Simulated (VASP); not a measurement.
Method: PBEsol GGA, VASP's PBE PAW potentials (set 64) (plane waves; VASP).

The input files of a VASP run:

### KPOINTS
```
Automatic mesh
0
Gamma
6 6 3
0 0 0
```

**INCAR**
```
SYSTEM = CdS
PREC = Accurate
ENCUT = 400
EDIFF = 1E-6
NELM = 100
ALGO = Normal
LREAL = .FALSE.
LASPH = .TRUE.
ISMEAR = 0
SIGMA = 0.05
GGA = PS
LMAXMIX = 4
LWAVE = .FALSE.
LCHARG = .FALSE.
IBRION = 2
ISIF = 3
NSW = 60
EDIFFG = -0.02
```

### POSCAR
```
CdS
1
    4.1289374407     0.0000000000     0.0000000000
   -2.0644687203     3.5757643798    -0.0000000000
    0.0000000000     0.0000000000     6.7082788566
Cd S
2 2
Direct
  0.6666670000   0.3333330000   0.5002584012
  0.3333330000   0.6666670000   0.0002584012
  0.6666670000   0.3333330000   0.8767415988
  0.3333330000   0.6666670000   0.3767415988
```

POTCAR, in this order: Cd S (PBE.64 set). Program: vasp_std.

Output

OSZICAR:
```
       N       E                     dE             d eps       ncg     rms          rms(c)
DAV:   1     0.214221926676E+03    0.21422E+03   -0.15447E+04   616   0.122E+03
DAV:   2    -0.306247954972E+01   -0.21728E+03   -0.21204E+03   682   0.328E+02
DAV:   3    -0.145047045890E+02   -0.11442E+02   -0.11410E+02   736   0.771E+01
DAV:   4    -0.146235262603E+02   -0.11882E+00   -0.11879E+00   720   0.779E+00
DAV:   5    -0.146255943659E+02   -0.20681E-02   -0.20680E-02   766   0.982E-01    0.115E+01
DAV:   6    -0.136560484819E+02    0.96955E+00   -0.24098E+00   810   0.177E+01    0.895E+00
DAV:   7    -0.136366452692E+02    0.19403E-01   -0.80853E-01   742   0.537E+00    0.378E+00
DAV:   8    -0.136281326180E+02    0.85127E-02   -0.13566E-01   746   0.403E+00    0.558E-01
DAV:   9    -0.136261271914E+02    0.20054E-02   -0.23813E-02   792   0.207E+00    0.166E-01
DAV:  10    -0.136260403458E+02    0.86846E-04   -0.16753E-03   754   0.472E-01    0.913E-02
DAV:  11    -0.136260588604E+02   -0.18515E-04   -0.11275E-04   736   0.756E-02    0.919E-02
DAV:  12    -0.136260623063E+02   -0.34460E-05   -0.74830E-06   730   0.147E-02    0.742E-02
DAV:  13    -0.136261376094E+02   -0.75303E-04   -0.10877E-04   652   0.531E-02    0.846E-02
DAV:  14    -0.136261284456E+02    0.91638E-05   -0.12005E-05   808   0.414E-02    0.586E-02
DAV:  15    -0.136261224246E+02    0.60210E-05   -0.30524E-05   670   0.248E-02    0.259E-02
DAV:  16    -0.136261226658E+02   -0.24120E-06   -0.67298E-07   458   0.697E-03
   1 F= -.13626123E+02 E0= -.13626123E+02  d E =-.136261E+02
       N       E                     dE             d eps       ncg     rms          rms(c)
DAV:   1    -0.136278469267E+02   -0.17245E-02   -0.51869E-02   652   0.222E+00    0.300E-01
DAV:   2    -0.136264590931E+02    0.13878E-02   -0.43077E-03   712   0.831E-01    0.109E-01
DAV:   3    -0.136262805422E+02    0.17855E-03   -0.44236E-04   694   0.185E-01    0.893E-02
DAV:   4    -0.136262490467E+02    0.31495E-04   -0.61002E-05   718   0.640E-02    0.154E-02
DAV:   5    -0.136262477782E+02    0.12685E-05   -0.17068E-05   724   0.512E-02    0.947E-03
DAV:   6    -0.136262481916E+02   -0.41338E-06   -0.16715E-06   356   0.129E-02
   2 F= -.13626248E+02 E0= -.13626248E+02  d E =-.125526E-03
```

**OUTCAR**
```
------------------------ aborting loop because EDIFF is reached ----------------------------------------
  FORCE on cell =-STRESS in cart. coord.  units (eV):
  Direction    XX          YY          ZZ          XY          YZ          ZX
  --------------------------------------------------------------------------------------
  Total        0.0136206      0.0136206      0.0024554      0.0000000      0.0000000      0.0000000
  in kB        0.2207843      0.2207842      0.0398005      0.0000000      0.0000000      0.0000000
  external PRESSURE =       0.1604564 kB  Pullay stress =       0.0000000 kB
  volume of cell :       98.84
      direct lattice vectors                 reciprocal lattice vectors
     4.124475839 -0.000000000  0.000000000     0.242455051  0.139981502  0.000000000
    -2.062237919  3.571900520  0.000000000     0.000000000  0.279963004  0.000000000
     0.000000000  0.000000000  6.709215238    -0.000000000 -0.000000000  0.149048728
  FREE ENERGIE OF THE ION-ELECTRON SYSTEM (eV)
  ---------------------------------------------------
  free  energy   TOTEN  =       -13.6262481916 eV

  energy  without entropy=      -13.6262481916  energy(sigma->0) =      -13.62624819

 reached required accuracy - stopping structural energy minimisation
```
(Selected blocks of OUTCAR.)

File CONTCAR:
```
CdS
   1.00000000000000
     4.1244758389162914   -0.0000000000000624    0.0000000000000000
    -2.0622379194082541    3.5719005203980649    0.0000000000000000
     0.0000000000000000    0.0000000000000000    6.7092152378270127
  Cd              S
     2     2
Direct
     0.6666669999999968    0.3333330000000032    0.5001728993035285
     0.3333330000000032    0.6666669999999968    0.0001728993035285
     0.6666669999999968    0.3333330000000032    0.8768271006964740
     0.3333330000000032    0.6666669999999968    0.3768271006964740
```

The structure comes from a computed database's CdS entry (P6_3mc); how it stands against other phases isn't given here. This run relaxes it. Symmetry was kept, so distortions that lower it aren't found. The start is the result of an earlier pass.
